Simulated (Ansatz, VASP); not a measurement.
# Cross-check of CO2 between VASP and Ansatz, part 2 of 2

Aim: how closely do two programs agree when they are given the same cell, functional and k mesh? The cell is taken from a series of runs on this material, whose earlier steps may have relaxed, scaled, displaced or heated it; both programs get it as it stands.

VASP 6.6.1 and Ansatz 0.2.0.

So far: The structure; Ansatz: zone-centre phonons, PBEsol with D3(BJ).

## Step 3: VASP: zone-centre phonons, PBEsol with D3(BJ)

Level of this step: PBEsol with D3(BJ); plane waves and PAW (C, O) (VASP).

The same cell, functional and mesh now go to VASP, with its own data sets.

Lines of VASP's logs that name or quote its potential files are left out, and so is its time.

File INCAR:

```
SYSTEM = CO2
PREC = Accurate
ENCUT = 600
EDIFF = 1E-08
NELM = 120
ISMEAR = 0
SIGMA = 0.01
LREAL = .FALSE.
ALGO = Normal
GGA = PS
IVDW = 12
NBANDS = 22
LORBIT = 11
LWAVE = .FALSE.
LCHARG = .FALSE.
ISIF = 2
IBRION = 6
NFREE = 2
POTIM = 0.015
NSW = 1
LASPH = .TRUE.
GGA_COMPAT = .FALSE.
EFERMI = MIDGAP
KPAR = 2
```

File POSCAR:

```
CO2
1.0
   -1.9501912981      1.9501912981      2.9646700060
    1.9501912981     -1.9501912981      2.9646700060
    1.9501912981      1.9501912981     -2.9646700060
C O
2 4
Direct
    0.7500000000      0.2500000000      0.5000000000
    0.0000000000      0.0000000000      0.0000000000
    0.7059835479      0.1250000000      0.0809835479
    0.0440164521      0.6250000000      0.9190164521
    0.3750000000      0.2940164521      0.4190164521
    0.8750000000      0.9559835479      0.5809835479
```

File KPOINTS:

```
Automatic mesh
0
Gamma
8 8 8
0 0 0
```

Potentials, in the order of the species: C and O (PBE family, release 64).

Started as:

```
> mpirun -np 2 vasp_std
```

Numbers of over 12 decimals in the logs are rounded to 6 here.

The program printed:

```text
[banner, memory and clock lines left out]
running    2 mpi-ranks, on    1 nodes
 distrk:  each k-point on    1 cores,    2 groups
 distr:  one band on    1 cores,    1 groups

 POSCAR found type information on POSCAR C O
 POSCAR found :  2 types and       6 ions
|                                                                             |
|               ----> ADVICE to this user running VASP <----                  |
|                                                                             |
|     You enforced a specific xc type in the INCAR file but a different       |
|     [... a line on the potential file left out ...]
|     I HOPE YOU KNOW WHAT YOU ARE DOING!                                     |
|                                                                             |

 LDA part: xc-table for (Slater+PW92), standard interpolation
 POSCAR, INCAR and KPOINTS ok, starting setup
 FFT: planning ... GRIDC
 FFT: planning ... GRID_SOFT
 FFT: planning ... GRID
 WAVECAR not read
 entering main loop
       N       E                     dE             d eps       ncg     rms          rms(c)
DAV:   1     0.180657436250E+03    0.18066E+03   -0.20559E+04  2596   0.163E+03
DAV:   2    -0.404894473925E+02   -0.22115E+03   -0.21385E+03  3448   0.337E+02
DAV:   3    -0.488601837849E+02   -0.83707E+01   -0.83297E+01  3298   0.675E+01
DAV:   4    -0.489438480270E+02   -0.83664E-01   -0.83567E-01  3230   0.747E+00
DAV:   5    -0.489450734934E+02   -0.12255E-02   -0.12252E-02  3274   0.868E-01    0.126E+01
DAV:   6    -0.462119729218E+02    0.27331E+01   -0.77682E+00  3172   0.216E+01    0.523E+00
DAV:   7    -0.461528224586E+02    0.59150E-01   -0.62390E-01  3184   0.598E+00    0.284E+00
DAV:   8    -0.461248630030E+02    0.27959E-01   -0.73764E-02  3046   0.252E+00    0.474E-01
DAV:   9    -0.461221487047E+02    0.27143E-02   -0.17331E-02  3190   0.107E+00    0.180E-01
DAV:  10    -0.461221303943E+02    0.18310E-04   -0.16982E-03  3196   0.344E-01    0.595E-02
DAV:  11    -0.461220997225E+02    0.30672E-04   -0.19443E-04  3214   0.107E-01    0.185E-02
DAV:  12    -0.461221044569E+02   -0.47344E-05   -0.15871E-05  3106   0.322E-02    0.464E-03
DAV:  13    -0.461221045205E+02   -0.63599E-07   -0.25960E-06  3244   0.119E-02    0.278E-03
DAV:  14    -0.461221045344E+02   -0.13931E-07   -0.32289E-07  3166   0.506E-03    0.859E-04
DAV:  15    -0.461221046053E+02   -0.70934E-07   -0.39016E-08  3166   0.140E-03    0.180E-04
DAV:  16    -0.461221046141E+02   -0.87530E-08   -0.22809E-09  1832   0.367E-04
   1 F= -.46536339E+02 E0= -.46536339E+02  d E =0.000000E+00
[... from here on, the cycles between the ionic steps are left out ...]
   2 F= -.46532283E+02 E0= -.46532283E+02  d E =0.000000E+00
   3 F= -.46532283E+02 E0= -.46532283E+02  d E =0.000000E+00
   4 F= -.46532145E+02 E0= -.46532145E+02  d E =0.000000E+00
   5 F= -.46532145E+02 E0= -.46532145E+02  d E =0.000000E+00
   6 F= -.46532697E+02 E0= -.46532697E+02  d E =0.000000E+00
   7 F= -.46532697E+02 E0= -.46532697E+02  d E =0.000000E+00
   8 F= -.46531680E+02 E0= -.46531680E+02  d E =0.000000E+00
   9 F= -.46534629E+02 E0= -.46534629E+02  d E =0.000000E+00
  10 F= -.46533648E+02 E0= -.46533648E+02  d E =0.000000E+00
 Finite differences progress:
  Degree of freedom:   5/  5
  Displacement:        1/  2
  Total:               9/ 10
 bond charge predicted
       N       E                     dE             d eps       ncg     rms          rms(c)
DAV:   1    -0.461182646581E+02    0.11481E-02   -0.28763E+00 11548   0.125E+01    0.403E-01
DAV:   2    -0.461199684649E+02   -0.17038E-02   -0.35185E-02 14464   0.150E+00    0.228E-01
DAV:   3    -0.461194026926E+02    0.56577E-03   -0.17564E-03 13894   0.407E-01    0.526E-02
DAV:   4    -0.461194123396E+02   -0.96471E-05   -0.30478E-04 14206   0.136E-01    0.314E-02
DAV:   5    -0.461194135826E+02   -0.12429E-05   -0.11826E-05 14058   0.267E-02    0.923E-03
DAV:   6    -0.461194127396E+02    0.84294E-06   -0.18706E-06 14152   0.135E-02    0.226E-03
DAV:   7    -0.461194127634E+02   -0.23807E-07   -0.38210E-07 14434   0.492E-03    0.593E-04
DAV:   8    -0.461194127670E+02   -0.35648E-08   -0.20632E-08 10444   0.125E-03
  11 F= -.46533648E+02 E0= -.46533648E+02  d E =0.000000E+00
 Finite differences progress:
  Degree of freedom:   5/  5
  Displacement:        2/  2
  Total:              10/ 10
```

OUTCAR, selected parts (step 3):

```text
ion  position               nearest neighbor table
   1  0.750  0.250  0.500-   3 1.39   4 1.39   5 1.39   6 1.39
   2  0.000  0.000  0.000-   4 1.39   5 1.39   6 1.39   3 1.39
   3  0.706  0.125  0.081-   1 1.39   2 1.39
   4  0.044  0.625  0.919-   1 1.39   2 1.39
   5  0.375  0.294  0.419-   1 1.39   2 1.39
   6  0.875  0.956  0.581-   2 1.39   1 1.39

  LATTYP: Found a body centered tetragonal cell.
 ALAT       =     3.9003825962
 C/A-ratio  =     1.5201944593

 Subroutine GETGRP returns: Found  8 space group operations
 (whereof  4 operations were pure point group operations)

The static configuration has the point symmetry S_4 .
 The point group associated with its full space group is D_2d.

 Found     59 irreducible k-points:

   k-points           NKPTS =     59   k-points in BZ     NKDIM =     59   number of bands    NBANDS=     22

   dimension x,y,z NGX =    32 NGY =   32 NGZ =   32
   dimension x,y,z NGXF=    64 NGYF=   64 NGZF=   64

   ENCUT  =  600.0 eV  44.10 Ry    6.64 a.u.   8.09  8.09  8.09*2*pi/ulx,y,z

   NELECT =      32.0000    total number of electrons

 k-points in reciprocal lattice and weights: Automatic mesh
   0.00000000  0.00000000  0.00000000       0.002
   0.12500000  0.00000000  0.00000000       0.016
   0.25000000  0.00000000  0.00000000       0.016
   0.37500000  0.00000000  0.00000000       0.016
   0.50000000  0.00000000  0.00000000       0.008
   0.12500000  0.12500000  0.00000000       0.016
   0.25000000  0.12500000  0.00000000       0.031
   0.37500000  0.12500000  0.00000000       0.031
   0.50000000  0.12500000  0.00000000       0.031
[...]
-0.37500000 -0.37500000  0.37500000       0.004
   0.50000000  0.50000000  0.50000000       0.002

 Edisp (eV)   -0.41423

 average (electrostatic) potential at core
       1 -54.8848       2 -54.8898       3 -72.1737       4 -72.1739       5 -72.1703
       6 -72.1770

 E-fermi :   6.3236

 k-point     1 :       0.0000    0.0000    0.0000
  band No.  band energies     occupation
    ...
     12       1.1993      2.00000
     13       1.2043      2.00000
     14       1.6223      2.00000
     15       1.6577      2.00000
     16       2.0918      2.00000
     17      10.1108      0.00000
     18      11.9510      0.00000
     19      12.0330      0.00000
     20      12.0925      0.00000
     21      14.8560      0.00000
    ...

 k-point     2 :       0.1250    0.0000    0.0000
  band No.  band energies     occupation
    ...
     12       1.0374      2.00000
     13       1.2555      2.00000
     14       1.4287      2.00000
     15       1.6472      2.00000
[...]
-0.97510      1.29096      2.20850        -0.235877     -0.102797      0.358861
      2.92529      0.65923     -0.74117         0.006549      0.097537      0.017903
      0.65923      0.97510      0.74117         0.184713     -0.075180     -0.109931
      1.29096      0.97510      3.70584        -0.012306      0.076237     -0.109466
 -----------------------------------------------------------------------------------
    total drift:                                0.000029      0.000077      0.000114

  FREE ENERGIE OF THE ION-ELECTRON SYSTEM (eV)
  ---------------------------------------------------
  free  energy   TOTEN  =       -46.5336477185 eV

  energy  without entropy=      -46.5336477185  energy(sigma->0) =      -46.53364772

 Eigenvectors and eigenvalues of the dynamical matrix
 ----------------------------------------------------

   1 f  =   33.070104 THz   207.785593 2PiTHz 1103.099941 cm-1   136.766900 meV
             X         Y         Z           dx          dy          dz
      0.000000  1.950191  1.482335     0.000000   -0.000000   -0.705389
      0.000000  0.000000  0.000000     0.000000    0.000000    0.705389
     -0.975096  1.290962  2.223503    -0.000000   -0.034835   -0.000000
      2.925287  0.659229 -0.741168     0.000000    0.034835    0.000000
      0.659229  0.975096  0.741168    -0.034835   -0.000000   -0.000000
      1.290962  0.975096  3.705838     0.034835    0.000000   -0.000000

   2 f  =   32.669306 THz   205.267303 2PiTHz 1089.730748 cm-1   135.109332 meV
             X         Y         Z           dx          dy          dz
      0.000000  1.950191  1.482335     0.000000   -0.000000   -0.000000
      0.000000  0.000000  0.000000    -0.000000    0.000000    0.000000
     -0.975096  1.290962  2.223503     0.376847   -0.000000   -0.328613
      2.925287  0.659229 -0.741168    -0.376847   -0.000000   -0.328613
      0.659229  0.975096  0.741168    -0.000000    0.376847    0.328613
      1.290962  0.975096  3.705838    -0.000000   -0.376847    0.328613

   3 f  =   32.079533 THz   201.561653 2PiTHz 1070.058054 cm-1   132.670230 meV
             X         Y         Z           dx          dy          dz
      0.000000  1.950191  1.482335    -0.637388   -0.093704   -0.000000
      0.000000  0.000000  0.000000     0.355562   -0.537233    0.000000
     -0.975096  1.290962  2.223503     0.004998    0.262089    0.020023
      2.925287  0.659229 -0.741168     0.004998    0.262089   -0.020023
      0.659229  0.975096  0.741168     0.117070    0.011189   -0.044827
      1.290962  0.975096  3.705838     0.117070    0.011189    0.044827

   4 f  =   32.079533 THz   201.561653 2PiTHz 1070.058054 cm-1   132.670230 meV
             X         Y         Z           dx          dy          dz
      0.000000  1.950191  1.482335    -0.093704    0.637388   -0.000000
      0.000000  0.000000  0.000000    -0.537233   -0.355562    0.000000
     -0.975096  1.290962  2.223503     0.011189   -0.117070    0.044827
      2.925287  0.659229 -0.741168     0.011189   -0.117070   -0.044827
      0.659229  0.975096  0.741168     0.262089   -0.004998    0.020023
      1.290962  0.975096  3.705838     0.262089   -0.004998   -0.020023

   5 f  =   27.898283 THz   175.290079 2PiTHz  930.586540 cm-1   115.377974 meV
             X         Y         Z           dx          dy          dz
      0.000000  1.950191  1.482335     0.000000    0.000000   -0.409884
      0.000000  0.000000  0.000000     0.000000    0.000000   -0.409884
     -0.975096  1.290962  2.223503    -0.366668    0.000000    0.177629
      2.925287  0.659229 -0.741168     0.366668    0.000000    0.177629
      0.659229  0.975096  0.741168     0.000000    0.366668    0.177629
      1.290962  0.975096  3.705838     0.000000   -0.366668    0.177629

   6 f  =   27.451848 THz   172.485045 2PiTHz  915.695069 cm-1   113.531668 meV
             X         Y         Z           dx          dy          dz
      0.000000  1.950191  1.482335    -0.278868    0.345665    0.000000
      0.000000  0.000000  0.000000     0.097623    0.433268    0.000000
     -0.975096  1.290962  2.223503     0.095254    0.071807   -0.078721
      2.925287  0.659229 -0.741168     0.095254    0.071807    0.078721
      0.659229  0.975096  0.741168    -0.016708   -0.409373   -0.338315
      1.290962  0.975096  3.705838    -0.016708   -0.409373    0.338315

   7 f  =   27.451848 THz   172.485045 2PiTHz  915.695069 cm-1   113.531668 meV
             X         Y         Z           dx          dy          dz
      0.000000  1.950191  1.482335    -0.345665   -0.278868   -0.000000
      0.000000  0.000000  0.000000    -0.433268    0.097623   -0.000000
     -0.975096  1.290962  2.223503     0.409373   -0.016708   -0.338315
      2.925287  0.659229 -0.741168     0.409373   -0.016708    0.338315
      0.659229  0.975096  0.741168    -0.071807    0.095254    0.078721
      1.290962  0.975096  3.705838    -0.071807    0.095254   -0.078721

   8 f  =   25.426392 THz   159.758733 2PiTHz  848.133147 cm-1   105.155061 meV
             X         Y         Z           dx          dy          dz
      0.000000  1.950191  1.482335    -0.435054    0.232131   -0.000000
      0.000000  0.000000  0.000000     0.375179    0.319996   -0.000000
     -0.975096  1.290962  2.223503    -0.016972   -0.395647    0.029266
      2.925287  0.659229 -0.741168    -0.016972   -0.395647   -0.029266
      0.659229  0.975096  0.741168     0.042906    0.156502    0.269868
      1.290962  0.975096  3.705838     0.042906    0.156502   -0.269868

   9 f  =   25.426392 THz   159.758733 2PiTHz  848.133147 cm-1   105.155061 meV
             X         Y         Z           dx          dy          dz
      0.000000  1.950191  1.482335     0.232131    0.435054    0.000000
      0.000000  0.000000  0.000000     0.319996   -0.375179    0.000000
     -0.975096  1.290962  2.223503     0.156502   -0.042906   -0.269868
      2.925287  0.659229 -0.741168     0.156502   -0.042906    0.269868
      0.659229  0.975096  0.741168    -0.395647    0.016972    0.029266
      1.290962  0.975096  3.705838    -0.395647    0.016972   -0.029266

  10 f  =   23.582723 THz   148.174621 2PiTHz  786.634976 cm-1    97.530263 meV
             X         Y         Z           dx          dy          dz
      0.000000  1.950191  1.482335    -0.000000   -0.000000   -0.049264
      0.000000  0.000000  0.000000    -0.000000    0.000000    0.049264
     -0.975096  1.290962  2.223503     0.000000    0.498785   -0.000000
      2.925287  0.659229 -0.741168     0.000000   -0.498785    0.000000
      0.659229  0.975096  0.741168     0.498785    0.000000   -0.000000
      1.290962  0.975096  3.705838    -0.498785   -0.000000   -0.000000

  11 f  =   20.548365 THz   129.109185 2PiTHz  685.419678 cm-1    84.981171 meV
             X         Y         Z           dx          dy          dz
      0.000000  1.950191  1.482335     0.000000    0.000000   -0.442102
      0.000000  0.000000  0.000000     0.000000   -0.000000   -0.442102
     -0.975096  1.290962  2.223503     0.339933    0.000000    0.191620
      2.925287  0.659229 -0.741168    -0.339933   -0.000000    0.191620
      0.659229  0.975096  0.741168    -0.000000   -0.339933    0.191620
      1.290962  0.975096  3.705838     0.000000    0.339933    0.191620

  12 f  =   19.357151 THz   121.624570 2PiTHz  645.685071 cm-1    80.054710 meV
             X         Y         Z           dx          dy          dz
      0.000000  1.950191  1.482335     0.000000   -0.000000    0.000000
      0.000000  0.000000  0.000000     0.000000    0.000000    0.000000
     -0.975096  1.290962  2.223503    -0.000000    0.500000   -0.000000
      2.925287  0.659229 -0.741168     0.000000   -0.500000   -0.000000
      0.659229  0.975096  0.741168    -0.500000    0.000000   -0.000000
      1.290962  0.975096  3.705838     0.500000   -0.000000   -0.000000

  13 f  =   16.038903 THz   100.775398 2PiTHz  535.000206 cm-1    66.331542 meV
             X         Y         Z           dx          dy          dz
      0.000000  1.950191  1.482335    -0.000000   -0.000000    0.000000
      0.000000  0.000000  0.000000     0.000000    0.000000    0.000000
     -0.975096  1.290962  2.223503    -0.328613   -0.000000   -0.376847
      2.925287  0.659229 -0.741168     0.328613   -0.000000   -0.376847
      0.659229  0.975096  0.741168     0.000000   -0.328613    0.376847
      1.290962  0.975096  3.705838    -0.000000    0.328613    0.376847
    [... 42 further lines ...]
      2.925287  0.659229 -0.741168     0.026716   -0.425632    0.000008
      0.659229  0.975096  0.741168     0.026733   -0.425350   -0.000127
      1.290962  0.975096  3.705838     0.026733   -0.425350    0.000127

 ELASTIC MODULI CONTR FROM IONIC RELAXATION (kBar)
 Direction    XX          YY          ZZ          XY          YZ          ZX
 --------------------------------------------------------------------------------
 XX       -2352.6421  -1247.9992   -957.9143      0.0000      0.0000      0.0000
 YY       -1247.9992  -2352.6421   -957.9143     -0.0000      0.0000     -0.0000
 ZZ        -957.9143   -957.9143   -509.6869     -0.0000      0.0000     -0.0000
 XY           0.0000      0.0000      0.0000  -1089.3611      0.0000     -0.0000
 YZ           0.0000      0.0000      0.0000     -0.0000  -1279.3596     -0.0000
 ZX           0.0000     -0.0000     -0.0000     -0.0000     -0.0000  -1279.3592
 --------------------------------------------------------------------------------

 total charge
# of ion       s       p       d       tot
------------------------------------------
    1        0.789   1.586   0.000   2.375
    2        0.789   1.586   0.000   2.375
    3        1.560   3.626   0.000   5.186
    4        1.560   3.626   0.000   5.186
    5        1.560   3.626   0.000   5.186
    6        1.560   3.626   0.000   5.186
--------------------------------------------------
tot          7.818  17.677   0.000  25.495
```

Levels, forces or a CONTCAR printed for this step are those of its last displaced cell, not of the structure at rest.

## Step 4: Side by side

Known differences besides the potentials themselves: fixed occupations in Ansatz, narrow Gaussian smearing in VASP; the cutoff is 420 eV in Ansatz and 600 eV in VASP; Ansatz makes its cores anew for this functional, VASP keeps those of its PBE data sets; Ansatz takes the dispersion share of the force constants at frozen C6 weights, VASP differentiates the full forces; VASP uses finite displacements, Ansatz perturbation theory. Total energies have different zeros and are not compared.

Compared:

| quantity | Ansatz | VASP | difference |
| --- | --- | --- | --- |
| optical mode 1 to 2 (cm⁻¹) | 349.2 | 345.6 | +1.03 % |
| optical mode 3 (cm⁻¹) | 537.6 | 535.0 | +0.49 % |
| optical mode 4 (cm⁻¹) | 649.8 | 645.7 | +0.64 % |
| optical mode 5 (cm⁻¹) | 688.8 | 685.4 | +0.49 % |
| optical mode 6 (cm⁻¹) | 791.7 | 786.6 | +0.64 % |
| optical mode 7 to 8 (cm⁻¹) | 852.0 | 848.1 | +0.46 % |
| optical mode 9 to 10 (cm⁻¹) | 888.8 | 915.7 | -2.93 % |
| optical mode 11 (cm⁻¹) | 908.3 | 930.6 | -2.39 % |
| optical mode 12 to 13 (cm⁻¹) | 1066.7 | 1070.1 | -0.31 % |
| optical mode 14 (cm⁻¹) | 1081.0 | 1089.7 | -0.80 % |
| optical mode 15 (cm⁻¹) | 1097.8 | 1103.1 | -0.48 % |

Modes are paired by rising frequency, not by their patterns, so a pair may set unlike modes beside each other; they are those without the splitting of longitudinal modes.

## Step 5: What came out

```yaml
r_m_s_difference_of_the_optical_zone_centre_modes_each_program_s_sorted_by_frequency_zone_centre_phonons_pbesol_with_d3_bj: 12 cm⁻¹
difference_in_optical_mode_9_to_10_zone_centre_phonons_pbesol_with_d3_bj: -2.9 %
```

In words: The r.m.s. difference of the optical zone-centre modes, each program's sorted by frequency is 12 cm⁻¹ (zone-centre phonons, PBEsol with D3(BJ)). Among the rows given in per cent, the largest difference of the zone-centre phonons, PBEsol with D3(BJ) pair is in optical mode 9 to 10, -2.9 %. Such differences can come from data sets, numerical settings and the points named under the comparisons, not from the functional's error against experiment.

[Lines on the potential files, build, host, timing and source positions are cut from VASP's logs without a mark.]

[Logs are printed without paths, hosts, clocks, repeated set-up lines and the standing remarks that a program may print on its own settings, such as how far it seeks lower states.]

[Hosts, paths, dates, database ids (printed as entryN), source tags and the programs' standing remarks are cut or masked in the printed files.]
